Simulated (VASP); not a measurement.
All values below come from AM05 GGA, VASP's PBE PAW potentials (set 64) (plane waves; VASP).

VASP input:

**POSCAR**
```
Ni3Si
1
    3.4561088320    -0.0000000000     0.0000000000
   -0.0000000000     3.4561088320     0.0000000000
   -0.0000000000    -0.0000000000     3.4561088320
Si Ni
1 3
Direct
  0.0000000000   0.0000000000   0.0000000000
  0.0000000000   0.5000000000   0.5000000000
  0.5000000000   0.0000000000   0.5000000000
  0.5000000000   0.5000000000   0.0000000000
```

File KPOINTS:
```
Automatic mesh
0
G
  8 8 8
```

INCAR:
```
SYSTEM = Ni3Si
PREC = Accurate
ENCUT = 520
EDIFF = 1E-6
NELM = 100
ALGO = Normal
LREAL = .FALSE.
LASPH = .TRUE.
ISMEAR = 1
SIGMA = 0.1
GGA = AM
LMAXMIX = 4
LWAVE = .FALSE.
LCHARG = .FALSE.
IBRION = 2
ISIF = 3
NSW = 60
EDIFFG = -0.02
```

POTCAR, in this order: Si Ni (PBE.64 set). Program: vasp_std.

The resulting files:

**OUTCAR**
```
 ion  position               nearest neighbor table
   1  0.000  0.000  0.000-   2 2.44   3 2.44   4 2.44   2 2.44   3 2.44   2 2.44   4 2.44   2 2.44
                             3 2.44   4 2.44   3 2.44   4 2.44
   2  0.000  0.500  0.500-   1 2.44   3 2.44   4 2.44   1 2.44   4 2.44   1 2.44   3 2.44   1 2.44
                             3 2.44   4 2.44   4 2.44   3 2.44
   3  0.500  0.000  0.500-   1 2.44   2 2.44   4 2.44   1 2.44   4 2.44   2 2.44   4 2.44   4 2.44
                             1 2.44   2 2.44   1 2.44   2 2.44
   4  0.500  0.500  0.000-   1 2.44   2 2.44   3 2.44   2 2.44   3 2.44   1 2.44   3 2.44   3 2.44
                             1 2.44   2 2.44   2 2.44   1 2.44
  LATTYP: Found a simple cubic cell.
 ALAT       =     3.4561088320
 Subroutine PRICEL returns:
 Original cell was already a primitive cell.
 Subroutine GETGRP returns: Found 48 space group operations
The static configuration has the point symmetry O_h .
The dynamic configuration has the point symmetry O_h .
 Subroutine INISYM returns: Found 48 space group operations
 Subroutine IBZKPT returns following result:
 Found     35 irreducible k-points:

 Following reciprocal coordinates:
            Coordinates               Weight
  0.000000  0.000000  0.000000      1.000000
  0.125000  0.000000  0.000000      6.000000
  0.250000  0.000000  0.000000      6.000000
  0.375000  0.000000  0.000000      6.000000
  0.500000  0.000000  0.000000      3.000000
  0.125000  0.125000  0.000000     12.000000
  0.250000  0.125000  0.000000     24.000000
  0.375000  0.125000  0.000000     24.000000
  0.500000  0.125000  0.000000     12.000000
  0.250000  0.250000  0.000000     12.000000
  0.375000  0.250000  0.000000     24.000000
  0.500000  0.250000  0.000000     12.000000
  0.375000  0.375000  0.000000     12.000000
  0.500000  0.375000  0.000000     12.000000
  0.500000  0.500000  0.000000      3.000000
  0.125000  0.125000  0.125000      8.000000
  0.250000  0.125000  0.125000     24.000000
  0.375000  0.125000  0.125000     24.000000
  0.500000  0.125000  0.125000     12.000000
  0.250000  0.250000  0.125000     24.000000
  0.375000  0.250000  0.125000     48.000000
  0.500000  0.250000  0.125000     24.000000
  0.375000  0.375000  0.125000     24.000000
  0.500000  0.375000  0.125000     24.000000
  0.500000  0.500000  0.125000      6.000000
  0.250000  0.250000  0.250000      8.000000
  0.375000  0.250000  0.250000     24.000000
  0.500000  0.250000  0.250000     12.000000
  0.375000  0.375000  0.250000     24.000000
  0.500000  0.375000  0.250000     24.000000
  0.500000  0.500000  0.250000      6.000000
  0.375000  0.375000  0.375000      8.000000
  0.500000  0.375000  0.375000     12.000000
  0.500000  0.500000  0.375000      6.000000
  0.500000  0.500000  0.500000      1.000000
   k-points           NKPTS =     35   k-points in BZ     NKDIM =     35   number of bands    NBANDS=     21
   number of dos      NEDOS =    301   number of ions     NIONS =      4
   total plane-waves  NPLWV =  21952
   dimension x,y,z NGX =    28 NGY =   28 NGZ =   28
   dimension x,y,z NGXF=    56 NGYF=   56 NGZF=   56
   ions per type =               1   3
   PREC   = accura    normal or accurate (medium, high low for compatibility)
   ISTART =      0    job   : 0-new  1-cont  2-samecut
   ICHARG =      2    charge: 1-file 2-atom 10-const
   ISPIN  =      1    spin polarized calculation?
   LNONCOLLINEAR =      F non collinear calculations
   LSORBIT =      F    spin-orbit coupling
   INIWAV =      1    electr: 0-lowe 1-rand  2-diag
   ENCUT  =  520.0 eV  38.22 Ry    6.18 a.u.   6.43  6.43  6.43*2*pi/ulx,y,z
   NELM   =    100;   NELMIN=  2; NELMDL= -5     # of ELM steps
   EDIFF  = 0.1E-05   stopping-criterion for ELM
   LREAL  =      F    real-space projection
   NLSPLINE    = F    spline interpolate recip. space projectors
...
```

OSZICAR:
```
       N       E                     dE             d eps       ncg     rms          rms(c)
DAV:   1     0.204417111161E+03    0.20442E+03   -0.15922E+04  1470   0.219E+03
DAV:   2    -0.178556514238E+02   -0.22227E+03   -0.21410E+03  1475   0.380E+02
DAV:   3    -0.294724129849E+02   -0.11617E+02   -0.11177E+02  1635   0.115E+02
DAV:   4    -0.297397390757E+02   -0.26733E+00   -0.26415E+00  1711   0.155E+01
DAV:   5    -0.297490308707E+02   -0.92918E-02   -0.92903E-02  1754   0.280E+00    0.215E+01
DAV:   6    -0.291009531763E+02    0.64808E+00   -0.59917E+01  1685   0.128E+02    0.167E+01
DAV:   7    -0.256233747353E+02    0.34776E+01   -0.16948E+01  1610   0.693E+01    0.452E+00
DAV:   8    -0.255584835720E+02    0.64891E-01   -0.72567E-01  1566   0.698E+00    0.148E+00
DAV:   9    -0.255399341791E+02    0.18549E-01   -0.33771E-02  2026   0.261E+00    0.595E-01
DAV:  10    -0.255373587959E+02    0.25754E-02   -0.31273E-03  1835   0.464E-01    0.251E-01
DAV:  11    -0.255368671020E+02    0.49169E-03   -0.72513E-04  2262   0.330E-01    0.532E-02
DAV:  12    -0.255368651098E+02    0.19922E-05   -0.10553E-04  1621   0.122E-01    0.157E-02
DAV:  13    -0.255368645764E+02    0.53341E-06   -0.61123E-06  1582   0.183E-02
   1 F= -.25536865E+02 E0= -.25537373E+02  d E =-.255369E+02
```

**OUTCAR**
```
------------------------ aborting loop because EDIFF is reached ----------------------------------------
  FORCE on cell =-STRESS in cart. coord.  units (eV):
  Direction    XX          YY          ZZ          XY          YZ          ZX
  --------------------------------------------------------------------------------------
  Total       -0.0145378     -0.0145378     -0.0145378     -0.0000000     -0.0000000     -0.0000000
  in kB       -0.5642193     -0.5642193     -0.5642193     -0.0000000     -0.0000000     -0.0000000
  external PRESSURE =      -0.5642193 kB  Pullay stress =       0.0000000 kB
  volume of cell :       41.28
      direct lattice vectors                 reciprocal lattice vectors
     3.456108832  0.000000000  0.000000000     0.289342740  0.000000000  0.000000000
     0.000000000  3.456108832  0.000000000     0.000000000  0.289342740  0.000000000
     0.000000000  0.000000000  3.456108832     0.000000000  0.000000000  0.289342740
 POSITION                                       TOTAL-FORCE (eV/Angst)
 -----------------------------------------------------------------------------------
      0.00000      0.00000      0.00000         0.000000      0.000000      0.000000
      0.00000      1.72805      1.72805         0.000000      0.000000      0.000000
      1.72805      0.00000      1.72805         0.000000      0.000000      0.000000
      1.72805      1.72805      0.00000         0.000000      0.000000      0.000000
 -----------------------------------------------------------------------------------
    total drift:                                0.000000      0.000000      0.000000
  FREE ENERGIE OF THE ION-ELECTRON SYSTEM (eV)
  ---------------------------------------------------
  free  energy   TOTEN  =       -25.5368645764 eV

  energy  without entropy=      -25.5383900186  energy(sigma->0) =      -25.53737306

 reached required accuracy - stopping structural energy minimisation
```
(Selected blocks of OUTCAR.)

### OUTCAR
```
 val. band max:       11.0969325935   @ k =   0.1250   0.1250   0.0000

 cond. band min:      11.1765917321   @ k =   0.5000   0.3750   0.3750


 Fermi energy:        11.1394457302

 k-point     1 :       0.0000    0.0000    0.0000
  band No.  band energies     occupation
      1      -1.1027      2.00000
      2       6.0038      2.00000
      3       6.8206      2.00000
      4       6.8206      2.00000
      5       7.3801      2.00000
      6       7.3801      2.00000
      7       7.3801      2.00000
      8       9.5103      2.00000
      9       9.5103      2.00000
     10       9.5103      2.00000
     11      10.2299      2.00000
     12      10.2299      2.00000
     13      10.2299      2.00000
     14      10.5267      2.00000
     15      10.5267      2.00000
     16      10.8569      2.00048
     17      11.1942      0.20950
     18      11.1942      0.20950
     19      11.1942      0.20949
     20      16.4626      0.00000
     21      17.6752      0.00000

 k-point     2 :       0.1250    0.0000    0.0000
  band No.  band energies     occupation
      1      -0.9131      2.00000
      2       6.0233      2.00000
      3       6.5792      2.00000
      4       6.9562      2.00000
      5       7.3673      2.00000
      6       7.3673      2.00000
      7       7.4361      2.00000
      8       9.1973      2.00000
      9       9.1973      2.00000
     10       9.4481      2.00000
     11       9.7325      2.00000
     12      10.3295      2.00000
     13      10.3295      2.00000
     14      10.5174      2.00000
     15      10.5296      2.00000
     16      10.7764      2.00000
     17      11.1944      0.20753
     18      11.5756     -0.00000
     19      11.5756     -0.00000
     20      16.7591      0.00000
     21      17.6216      0.00000

 k-point     3 :       0.2500    0.0000    0.0000
  band No.  band energies     occupation
      1      -0.3627      2.00000
      2       5.2948      2.00000
      3       6.5570      2.00000
...
```

The compound is Ni3Si in the L1_2 structure. It was relaxed first. The start is the result of an earlier pass. The run is not spin-polarised, so no magnetic state was tried.
